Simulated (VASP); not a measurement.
The input files of a VASP run:

**INCAR**
```
AEXX = 0.25
ALGO = Normal
EDIFF = 1E-6
ENCUT = 520
GGA = PE
HFSCREEN = 0.2
ISIF = 2
ISMEAR = 0
ISYM = 3
LASPH = .TRUE.
LCHARG = .FALSE.
LHFCALC = .TRUE.
LMAXMIX = 4
LREAL = .FALSE.
LWAVE = .FALSE.
NELM = 60
PREC = Accurate
PRECFOCK = Fast
SIGMA = 0.05
SYSTEM = InP
```

POSCAR:
```
InP
1
    0.0000000000     2.9179125261     2.9179125261
    2.9179125261     0.0000000000     2.9179125261
    2.9179125261     2.9179125261     0.0000000000
In P
1 1
Direct
  0.0000000000   0.0000000000   0.0000000000
  0.2500000000   0.2500000000   0.2500000000
```

KPOINTS:
```
kpoints
0
Gamma
6 6 6
0 0 0
```

POTCAR, in this order: In_d P (PBE.64 set). Program: vasp_std. Read from the step before: WAVECAR.

Task: Write an equivalent input for Quantum ESPRESSO's pw.x.

Result: One equivalent input (not run):
```
&CONTROL
  calculation = 'scf'
  pseudo_dir = './pseudo'
  outdir = './out'
  tprnfor = .true.
  tstress = .false.
/
&SYSTEM
  ibrav = 0
  nat = 2
  ntyp = 2
  ecutwfc = 70
  occupations = 'smearing'
  smearing = 'gaussian'
  degauss = 0.003675
  input_dft = 'hse'
  nqx1 = 6
  nqx2 = 6
  nqx3 = 6
  screening_parameter = 0.1058
/
&ELECTRONS
  conv_thr = 7.3e-08
  electron_maxstep = 60
/
ATOMIC_SPECIES
  In 114.818 In.upf
  P 30.974 P.upf
CELL_PARAMETERS angstrom
     0.0000000    2.9179125    2.9179125
     2.9179125    0.0000000    2.9179125
     2.9179125    2.9179125    0.0000000
ATOMIC_POSITIONS crystal
  In   0.0000000  0.0000000  0.0000000
  P    0.2500000  0.2500000  0.2500000
K_POINTS automatic
  6 6 6 0 0 0
```
What does not carry over: the potentials are each code's own (VASP's PAW set, PseudoDojo norm-conserving files in pw.x), so ENCUT and ecutwfc are chosen apart and not converted; conv_thr bounds pw.x's estimated SCF error, while EDIFF bounds the energy change between steps.

The compound is InP in the zinc blende structure. This cell is one point of a volume scan, at 0.94 of the reference volume.
